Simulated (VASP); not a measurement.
## RPA total energies of CaO (Lime)

Wanted: where the RPA puts the energy minimum of CaO (Lime). The scan starts from a database cell scaled to its smallest volume. The cell is of the rock-salt type. The start is a cell from a database of measured crystal structures.

Calculated with VASP 6.6.1; RPA correlation on PBE orbitals; plane waves and PAW (Ca_sv_GW, O_GW), in the first sound run; inputs show where later runs differ.

### Step 1. The system as given

It takes space group Fm-3m (No. 225, cubic). The conventional cell has a = 4.715 Å, b = 4.715 Å, c = 4.715 Å, α = 90.00°, β = 90.00°, γ = 90.00°. Nearest to Ca lie 6 O at 2.36 Å. O has 6 Ca at 2.36 Å nearest. Farther neighbours, and contacts between anions beyond the nearest, are not listed.

Coordinates:

```xyz
2
Lattice="0.0000 2.3574 2.3574 2.3574 0.0000 2.3574 2.3574 2.3574 0.0000" Properties=species:S:1:pos:R:3 pbc="T T T"
Ca    0.0000    0.0000    0.0000
O     2.3574    2.3574    2.3574
```

### Step 2. Orbitals, volume ratio 0.94

RPA gives no stress here, so the energy is scanned over volumes, at one cutoff and mesh. Volumes are given as ratios to a reference cell, and this first cell is that cell scaled to 0.94. Each point starts from PBE orbitals, tightly converged.

INCAR reads:

```
SYSTEM = CaO
PREC = Accurate
ENCUT = 460
EDIFF = 1E-08
NELM = 100
ISMEAR = 0
SIGMA = 0.05
LREAL = .FALSE.
ALGO = Normal
GGA = PE
NBANDS = 14
LORBIT = 11
LWAVE = .TRUE.
LCHARG = .FALSE.
KPAR = 8
```

POSCAR reads:

```
CaO
1.0
    0.0000000000      2.3573739706      2.3573739706
    2.3573739706      0.0000000000      2.3573739706
    2.3573739706      2.3573739706      0.0000000000
Ca O
1 1
Direct
    0.0000000000      0.0000000000      0.0000000000
    0.5000000000      0.5000000000      0.5000000000
```

KPOINTS reads:

```
Automatic mesh
0
Gamma
4 4 4
0 0 0
```

The projector-augmented-wave data sets are Ca_sv_GW and O_GW (PBE family, release 64).

On the command line:

```console
mpirun -np 8 vasp_std
```

What it wrote:

```text
[banner, memory and clock lines left out]
running    8 mpi-ranks, on    1 nodes
 distrk:  each k-point on    1 cores,    8 groups
 distr:  one band on    1 cores,    1 groups

 POSCAR found type information on POSCAR CaO
 POSCAR found :  2 types and       2 ions
|                                                                             |
|           W    W    AA    RRRRR   N    N  II  N    N   GGGG   !!!           |
|           W    W   A  A   R    R  NN   N  II  NN   N  G    G  !!!           |
|           W    W  A    A  R    R  N N  N  II  N N  N  G       !!!           |
|           W WW W  AAAAAA  RRRRR   N  N N  II  N  N N  G  GGG   !            |
|           WW  WW  A    A  R   R   N   NN  II  N   NN  G    G                |
|           W    W  A    A  R    R  N    N  II  N    N   GGGG   !!!           |
|                                                                             |
|     For optimal performance we recommend to set                             |
|       NCORE = 2 up to number-of-cores-per-socket                            |
|     NCORE specifies how many cores store one orbital (NPAR=cpu/NCORE).      |
|     This setting can greatly improve the performance of VASP for DFT.       |
|     The default, NCORE=1 might be grossly inefficient on modern             |
|     multi-core architectures or massively parallel machines. Do your        |
|     Unfortunately you need to use the default for GW and RPA                |
|     calculations (for HF NCORE is supported but not extensively tested      |
|     yet).                                                                   |
|                                                                             |

 LDA part: xc-table for (Slater+PW92), standard interpolation
 POSCAR, INCAR and KPOINTS ok, starting setup
 FFT: planning ... GRIDC
 FFT: planning ... GRID_SOFT
 FFT: planning ... GRID
 WAVECAR not read
 entering main loop
       N       E                     dE             d eps       ncg     rms          rms(c)
DAV:   1     0.182997E+03    0.18300E+03   -0.73271E+03   224   0.112E+03
DAV:   2    -0.240431E+01   -0.18540E+03   -0.16296E+03   272   0.469E+02
DAV:   3    -0.212357E+02   -0.18831E+02   -0.18009E+02   370   0.151E+02
DAV:   4    -0.217632E+02   -0.52758E+00   -0.52711E+00   302   0.230E+01
DAV:   5    -0.217666E+02   -0.34090E-02   -0.34084E-02   298   0.204E+00    0.135E+01
DAV:   6    -0.178958E+02    0.38709E+01   -0.10790E+01   378   0.463E+01    0.160E+01
DAV:   7    -0.177860E+02    0.10975E+00   -0.52990E-01   270   0.940E+00    0.780E+00
DAV:   8    -0.177253E+02    0.60669E-01   -0.15213E-01   296   0.567E+00    0.152E+00
DAV:   9    -0.177256E+02   -0.27485E-03   -0.11236E-02   350   0.173E+00    0.281E-01
DAV:  10    -0.177255E+02    0.87943E-04   -0.37049E-03   280   0.101E+00    0.731E-02
DAV:  11    -0.177255E+02    0.35346E-04   -0.21079E-04   320   0.275E-01    0.464E-02
DAV:  12    -0.177255E+02   -0.20025E-04   -0.48368E-05   268   0.970E-02    0.258E-02
DAV:  13    -0.177255E+02    0.16482E-05   -0.85864E-06   378   0.545E-02    0.233E-02
DAV:  14    -0.177255E+02   -0.17962E-06   -0.41811E-07   292   0.833E-03    0.695E-03
DAV:  15    -0.177255E+02   -0.32728E-06   -0.20979E-07   346   0.799E-03    0.321E-03
DAV:  16    -0.177255E+02    0.56225E-07   -0.10052E-08   182   0.218E-03    0.234E-03
DAV:  17    -0.177255E+02    0.27572E-07   -0.88851E-09   136   0.138E-03    0.371E-04
DAV:  18    -0.177255E+02    0.13883E-07   -0.30957E-09   118   0.803E-04    0.191E-04
DAV:  19    -0.177255E+02    0.41932E-08   -0.63153E-10   130   0.523E-04
   1 F= -.17725519E+02 E0= -.17725519E+02  d E =-.149487E-22
 writing wavefunctions
```

Run time: 5.2 s. Hardware: 8 MPI ranks of Intel Xeon Platinum 8488C (Sapphire Rapids), shared host; peak memory 1 GiB.

Lines that name or quote the potential files are left out of all logs, and their timing lines are given in words.

Parts of OUTCAR (step 2):

```text
ion  position               nearest neighbor table
   1  0.000  0.000  0.000-   2 2.36   2 2.36   2 2.36   2 2.36   2 2.36   2 2.36
   2  0.500  0.500  0.500-   1 2.36   1 2.36   1 2.36   1 2.36   1 2.36   1 2.36

  LATTYP: Found a face centered cubic cell.
 ALAT       =     4.7147479412

 Subroutine GETGRP returns: Found 48 space group operations
 (whereof 48 operations were pure point group operations)

The static configuration has the point symmetry O_h .

 Found      8 irreducible k-points:

   k-points           NKPTS =      8   k-points in BZ     NKDIM =      8   number of bands    NBANDS=     14

   dimension x,y,z NGX =    24 NGY =   24 NGZ =   24
   dimension x,y,z NGXF=    48 NGYF=   48 NGZF=   48

   ENCUT  =  460.0 eV  33.81 Ry    5.81 a.u.   5.83  5.83  5.83*2*pi/ulx,y,z

   NELECT =      16.0000    total number of electrons

 k-points in reciprocal lattice and weights: Automatic mesh
   0.00000000  0.00000000  0.00000000       0.016
   0.25000000  0.00000000  0.00000000       0.125
   0.50000000  0.00000000  0.00000000       0.062
   0.25000000  0.25000000  0.00000000       0.094
   0.50000000  0.25000000  0.00000000       0.375
  -0.25000000  0.25000000  0.00000000       0.188
   0.50000000  0.50000000  0.00000000       0.047
  -0.25000000  0.50000000  0.25000000       0.094

 average (electrostatic) potential at core
       1 -91.4293       2 -67.4652

 E-fermi :   5.4401

 k-point     1 :       0.0000    0.0000    0.0000
  band No.  band energies     occupation
    ...
      4     -13.0281      2.00000
      5     -10.5293      2.00000
      6       5.1013      2.00000
      7       5.1013      2.00000
      8       5.1013      2.00000
      9      10.3197      0.00000
     10      11.4711      0.00000
     11      11.4711      0.00000
     12      11.4711      0.00000
     13      13.0748      0.00000
    ...

 k-point     2 :       0.2500    0.0000    0.0000
  band No.  band energies     occupation
    ...
      4     -13.0599      2.00000
      5      -9.6976      2.00000
      6       3.5073      2.00000
      7       4.3769      2.00000
      8       4.3769      2.00000
      9      11.5329      0.00000
     10      12.4853      0.00000
     11      12.4973      0.00000
     12      12.4973      0.00000
     13      14.4452      0.00000
    ...

 k-point     3 :       0.5000    0.0000    0.0000
  band No.  band energies     occupation
    ...
      4     -13.0906      2.00000
      5      -9.0911      2.00000
      6       2.3391      2.00000
      7       3.7902      2.00000
      8       3.7902      2.00000
      9      12.4316      0.00000
     10      13.7728      0.00000
     11      13.7728      0.00000
     12      14.0332      0.00000
     13      16.0123      0.00000
    ...

  Total        1.1304285      1.1304285      1.1304285      0.0000000      0.0000000      0.0000000
  in kB       69.1254889     69.1254889     69.1254889      0.0000000      0.0000000      0.0000000
  external PRESSURE =      69.1254889 kB  Pullay stress =       0.0000000 kB

  energy-cutoff  :      460.00
  volume of cell :       26.20
      direct lattice vectors                 reciprocal lattice vectors
     0.000000000  2.357373971  2.357373971    -0.212100416  0.212100416  0.212100416
     2.357373971  0.000000000  2.357373971     0.212100416 -0.212100416  0.212100416
     2.357373971  2.357373971  0.000000000     0.212100416  0.212100416 -0.212100416

 POSITION                                       TOTAL-FORCE (eV/Angst)
 -----------------------------------------------------------------------------------
      0.00000      0.00000      0.00000         0.000000      0.000000      0.000000
      2.35737      2.35737      2.35737        -0.000000     -0.000000     -0.000000
 -----------------------------------------------------------------------------------
    total drift:                                0.000000     -0.000000     -0.000000

  FREE ENERGIE OF THE ION-ELECTRON SYSTEM (eV)
  ---------------------------------------------------
  free  energy   TOTEN  =       -17.7255192893 eV

  energy  without entropy=      -17.7255192893  energy(sigma->0) =      -17.72551929

 total charge
# of ion       s       p       d       tot
------------------------------------------
    1        2.225   5.936   0.368   8.528
    2        1.531   3.435   0.000   4.966
--------------------------------------------------
tot          3.756   9.371   0.368  13.495

[... 3 further parts left out ...]
```

The gap is read on the k-mesh alone, so it is an upper bound where the band edges lie off the mesh.

A gap read on the k-mesh alone can miss the band edges.

This step gave:

| Property | Result |
| --- | --- |
| free energy (TOTEN) | -17.73 eV |
| Fermi energy | 5.440 eV |
| pressure | 6.913 GPa |
| gap on the k-mesh | 3.626 eV |
| least direct gap on the k-mesh | 3.990 eV |

### Step 3. Exact exchange, volume ratio 0.94

This step: Hartree-Fock energy on PBE orbitals; plane waves and PAW (Ca_sv_GW, O_GW) (VASP 6.6.1).

The Hartree-Fock energy is evaluated once on these orbitals (ALGO = Eigenval, NELM = 1), without letting them relax. It uses the mesh of the correlation step, since the long-wavelength errors of the two partly cancel, and the total energy is their sum.

INCAR reads:

```
SYSTEM = CaO
PREC = Accurate
ENCUT = 460
ISMEAR = 0
SIGMA = 0.05
LREAL = .FALSE.
GGA = PE
NBANDS = 14
ALGO = Eigenval
NELM = 1
LHFCALC = .TRUE.
AEXX = 1
ALDAC = 0
AGGAC = 0
PRECFOCK = Normal
LWAVE = .FALSE.
LCHARG = .FALSE.
```

POSCAR is that of step 2.

KPOINTS is that of step 2.

The run starts from files that an earlier step left in the folder.

On the command line:

```console
mpirun -np 8 vasp_std
```

What it wrote:

```text
[banner, memory and clock lines left out]
running    8 mpi-ranks, on    1 nodes
 distrk:  each k-point on    8 cores,    1 groups
 distr:  one band on    1 cores,    8 groups

 POSCAR found type information on POSCAR CaO
 POSCAR found :  2 types and       2 ions
 [... a notice as in an earlier step ...]

 LDA part: xc-table for (Slater+PW92), standard interpolation
|                                                                             |
|           W    W    AA    RRRRR   N    N  II  N    N   GGGG   !!!           |
|           W    W   A  A   R    R  NN   N  II  NN   N  G    G  !!!           |
|           W    W  A    A  R    R  N N  N  II  N N  N  G       !!!           |
|           W WW W  AAAAAA  RRRRR   N  N N  II  N  N N  G  GGG   !            |
|           WW  WW  A    A  R   R   N   NN  II  N   NN  G    G                |
|           W    W  A    A  R    R  N    N  II  N    N   GGGG   !!!           |
|                                                                             |
|     The number of bands has been changed from the values supplied in        |
|     The orbitals not found in the WAVECAR file will be initialized with     |
|     random numbers, which is usually adequate. For correlated               |
|     calculations, however, you should redo the groundstate calculation.     |
|     I found NBANDS = 14. Now, NBANDS = 16.                                  |
|                                                                             |

 found WAVECAR, reading the header
  number of bands has changed, file:    14 present:    16
  trying to continue reading WAVECAR, but it might fail
 POSCAR, INCAR and KPOINTS ok, starting setup
 FFT: planning ... GRIDC
 FFT: planning ... GRID_SOFT
 FFT: planning ... GRID
 reading WAVECAR
 random initialization beyond band           14
 the WAVECAR file was read successfully
 initial charge from wavefunction
 entering main loop
       N       E                     dE             d eps       ncg     rms          rms(c)
EIG:   1    -0.320880E+02   -0.32088E+02    0.00000E+00     0   0.000E+00
   1 F= -.32087954E+02 E0= -.32087954E+02  d E =-.213960E-27
```

It took 6.8 s on 8 MPI ranks; peak memory 0.8 GiB; 25 s of CPU time.

OUTCAR, selected parts (step 3):

```text
The static configuration has the point symmetry O_h .

 Found      8 irreducible k-points:

   k-points           NKPTS =      8   k-points in BZ     NKDIM =     64   number of bands    NBANDS=     16

   NELECT =      16.0000    total number of electrons

  exchange ACFDT corr.  =         0.00000000  see jH, gK, PRB 81, 115126

 E-fermi :   5.4791

 k-point     1 :       0.0000    0.0000    0.0000
  band No.  band energies     occupation
    ...
      4     -20.9996      2.00000
      5     -22.0356      2.00000
      6      -0.2893      2.00000
      7      -0.2893      2.00000
      8      -0.2893      2.00000
      9      15.1220      0.00000
     10      18.5474      0.00000
     11      18.5474      0.00000
     12      18.5474      0.00000
     13      20.6717      0.00000
    ...

 k-point     2 :       0.2500    0.0000    0.0000
  band No.  band energies     occupation
    ...
      4     -21.0259      2.00000
      5     -20.3142      2.00000
      6      -1.9874      2.00000
      7      -1.0127      2.00000
      8      -1.0127      2.00000
      9      18.1289      0.00000
     10      17.6582      0.00000
     11      20.0498      0.00000
     12      20.0498      0.00000
     13      22.4776      0.00000
    ...

 POSITION                                       TOTAL-FORCE (eV/Angst)
 -----------------------------------------------------------------------------------
      0.00000      0.00000      0.00000        -0.000000      0.000000     -0.000000
      2.35737      2.35737      2.35737         0.000000     -0.000000      0.000000
 -----------------------------------------------------------------------------------
    total drift:                               -0.000000     -0.000000     -0.000000

  FREE ENERGIE OF THE ION-ELECTRON SYSTEM (eV)
  ---------------------------------------------------
  free  energy   TOTEN  =       -32.0879537965 eV

  energy  without entropy=      -32.0879537965  energy(sigma->0) =      -32.08795380

[... 7 parts as in an earlier step ...]

[... 5 further parts left out ...]
```

The k-mesh is coarse for unscreened exact exchange, which converges slowly with it.

Read from the output:

| Property | Result |
| --- | --- |
| free energy (TOTEN) | -32.09 eV |

The Hartree-Fock energy on these orbitals is -16.0440 eV an atom.

### Step 4. Empty bands, volume ratio 0.94

This step: PBE; plane waves and PAW (Ca_sv_GW, O_GW) (VASP 6.6.1).

The next step needs empty bands that the ground-state run didn't converge, so the Hamiltonian is diagonalised in full, in a single step. LOPTICS writes the k-derivatives of the orbitals (WAVEDER), which give the long-wavelength limit of the screening.

INCAR reads:

```
SYSTEM = CaO
PREC = Accurate
ENCUT = 460
ISMEAR = 0
SIGMA = 0.05
LREAL = .FALSE.
GGA = PE
NBANDS = 600
ALGO = Exact
NELM = 1
LWAVE = .TRUE.
LCHARG = .FALSE.
LOPTICS = .TRUE.
NEDOS = 1000
CSHIFT = 0.1
```

POSCAR is that of step 3.

KPOINTS is that of step 3.

On the command line:

```console
mpirun -np 8 vasp_std
```

What it wrote:

```text
[banner, memory and clock lines left out]
running    8 mpi-ranks, on    1 nodes
 distrk:  each k-point on    8 cores,    1 groups
 distr:  one band on    1 cores,    8 groups

 POSCAR found type information on POSCAR CaO
 POSCAR found :  2 types and       2 ions
 [... a notice as in an earlier step ...]

 LDA part: xc-table for (Slater+PW92), standard interpolation
 found WAVECAR, reading the header
  number of bands has changed, file:    14 present:   600
  trying to continue reading WAVECAR, but it might fail
 POSCAR, INCAR and KPOINTS ok, starting setup
 FFT: planning ... GRIDC
 FFT: planning ... GRID_SOFT
 FFT: planning ... GRID
 reading WAVECAR
 random initialization beyond band           14
 the WAVECAR file was read successfully
 initial charge from wavefunction
 entering main loop
       N       E                     dE             d eps       ncg     rms          rms(c)
DIA:   1    -0.177255E+02   -0.17726E+02    0.00000E+00     0   0.000E+00
   1 F= -.17725519E+02 E0= -.17725519E+02  d E =-.111680E-21
 writing wavefunctions
 optical routines
 imaginary and real dielectric function
 recalculating local potential from charge density
 direction            1
 direction            2
 direction            3
```

It took 6 s on 8 MPI ranks; peak memory 0.98 GiB.

OUTCAR, selected parts (step 4):

```text
The static configuration has the point symmetry O_h .

 Found      8 irreducible k-points:

   k-points           NKPTS =      8   k-points in BZ     NKDIM =      8   number of bands    NBANDS=    600

   NELECT =      16.0000    total number of electrons

 E-fermi :   5.4326

 k-point     1 :       0.0000    0.0000    0.0000
  band No.  band energies     occupation
    ...
      4     -13.0281      2.00000
      5     -10.5293      2.00000
      6       5.1013      2.00000
      7       5.1013      2.00000
      8       5.1013      2.00000
      9      10.3197      0.00000
     10      11.4711      0.00000
     11      11.4711      0.00000
     12      11.4711      0.00000
     13      13.0747      0.00000
    ...

 k-point     2 :       0.2500    0.0000    0.0000
  band No.  band energies     occupation
    ...
      4     -13.0600      2.00000
      5      -9.6976      2.00000
      6       3.5073      2.00000
      7       4.3769      2.00000
      8       4.3769      2.00000
      9      11.5329      0.00000
     10      12.4853      0.00000
     11      12.4973      0.00000
     12      12.4973      0.00000
     13      14.4452      0.00000
    ...

  Total        1.1306692      1.1306692      1.1306692      0.0000000      0.0000000      0.0000000
  in kB       69.1402088     69.1402088     69.1402088      0.0000000      0.0000000      0.0000000
  external PRESSURE =      69.1402088 kB  Pullay stress =       0.0000000 kB

 POSITION                                       TOTAL-FORCE (eV/Angst)
 -----------------------------------------------------------------------------------
      0.00000      0.00000      0.00000         0.000000      0.000000     -0.000000
      2.35737      2.35737      2.35737        -0.000000     -0.000000      0.000000
 -----------------------------------------------------------------------------------
    total drift:                                0.000000     -0.000000     -0.000000

  FREE ENERGIE OF THE ION-ELECTRON SYSTEM (eV)
  ---------------------------------------------------
  free  energy   TOTEN  =       -17.7255192858 eV

  energy  without entropy=      -17.7255192858  energy(sigma->0) =      -17.72551929

 plasma frequency squared (from intraband transitions) (eV^2)
  --------------------------------------------------------------------------------------
       0.000      -0.000      -0.000
       0.000       0.000      -0.000
      -0.000      -0.000       0.000

[... 8 parts as in an earlier step ...]

[... 4 further parts left out ...]
```

WAVECAR now holds 600 bands for 16 electrons.

(Part 1 of 6 ends here.)

[Long decimals in the printed logs are rounded to 6 places.]

[Lines on the potential files, build, host, timing and source positions are cut from VASP's logs without a mark.]

[Logs are printed without paths, hosts, clocks, repeated set-up lines and the standing remarks that a program may print on its own settings, such as how far it seeks lower states.]

[Hosts, paths, dates, database ids (printed as entryN), source tags and the programs' standing remarks are cut or masked in the printed files.]

[Measured values are set beside computed ones only where the two were judged alike; some that the calculation misses by far are left out.]

[Pressures printed for these runs are not shown converged in the cutoff: they can be off by several GPa and have the wrong sign.]
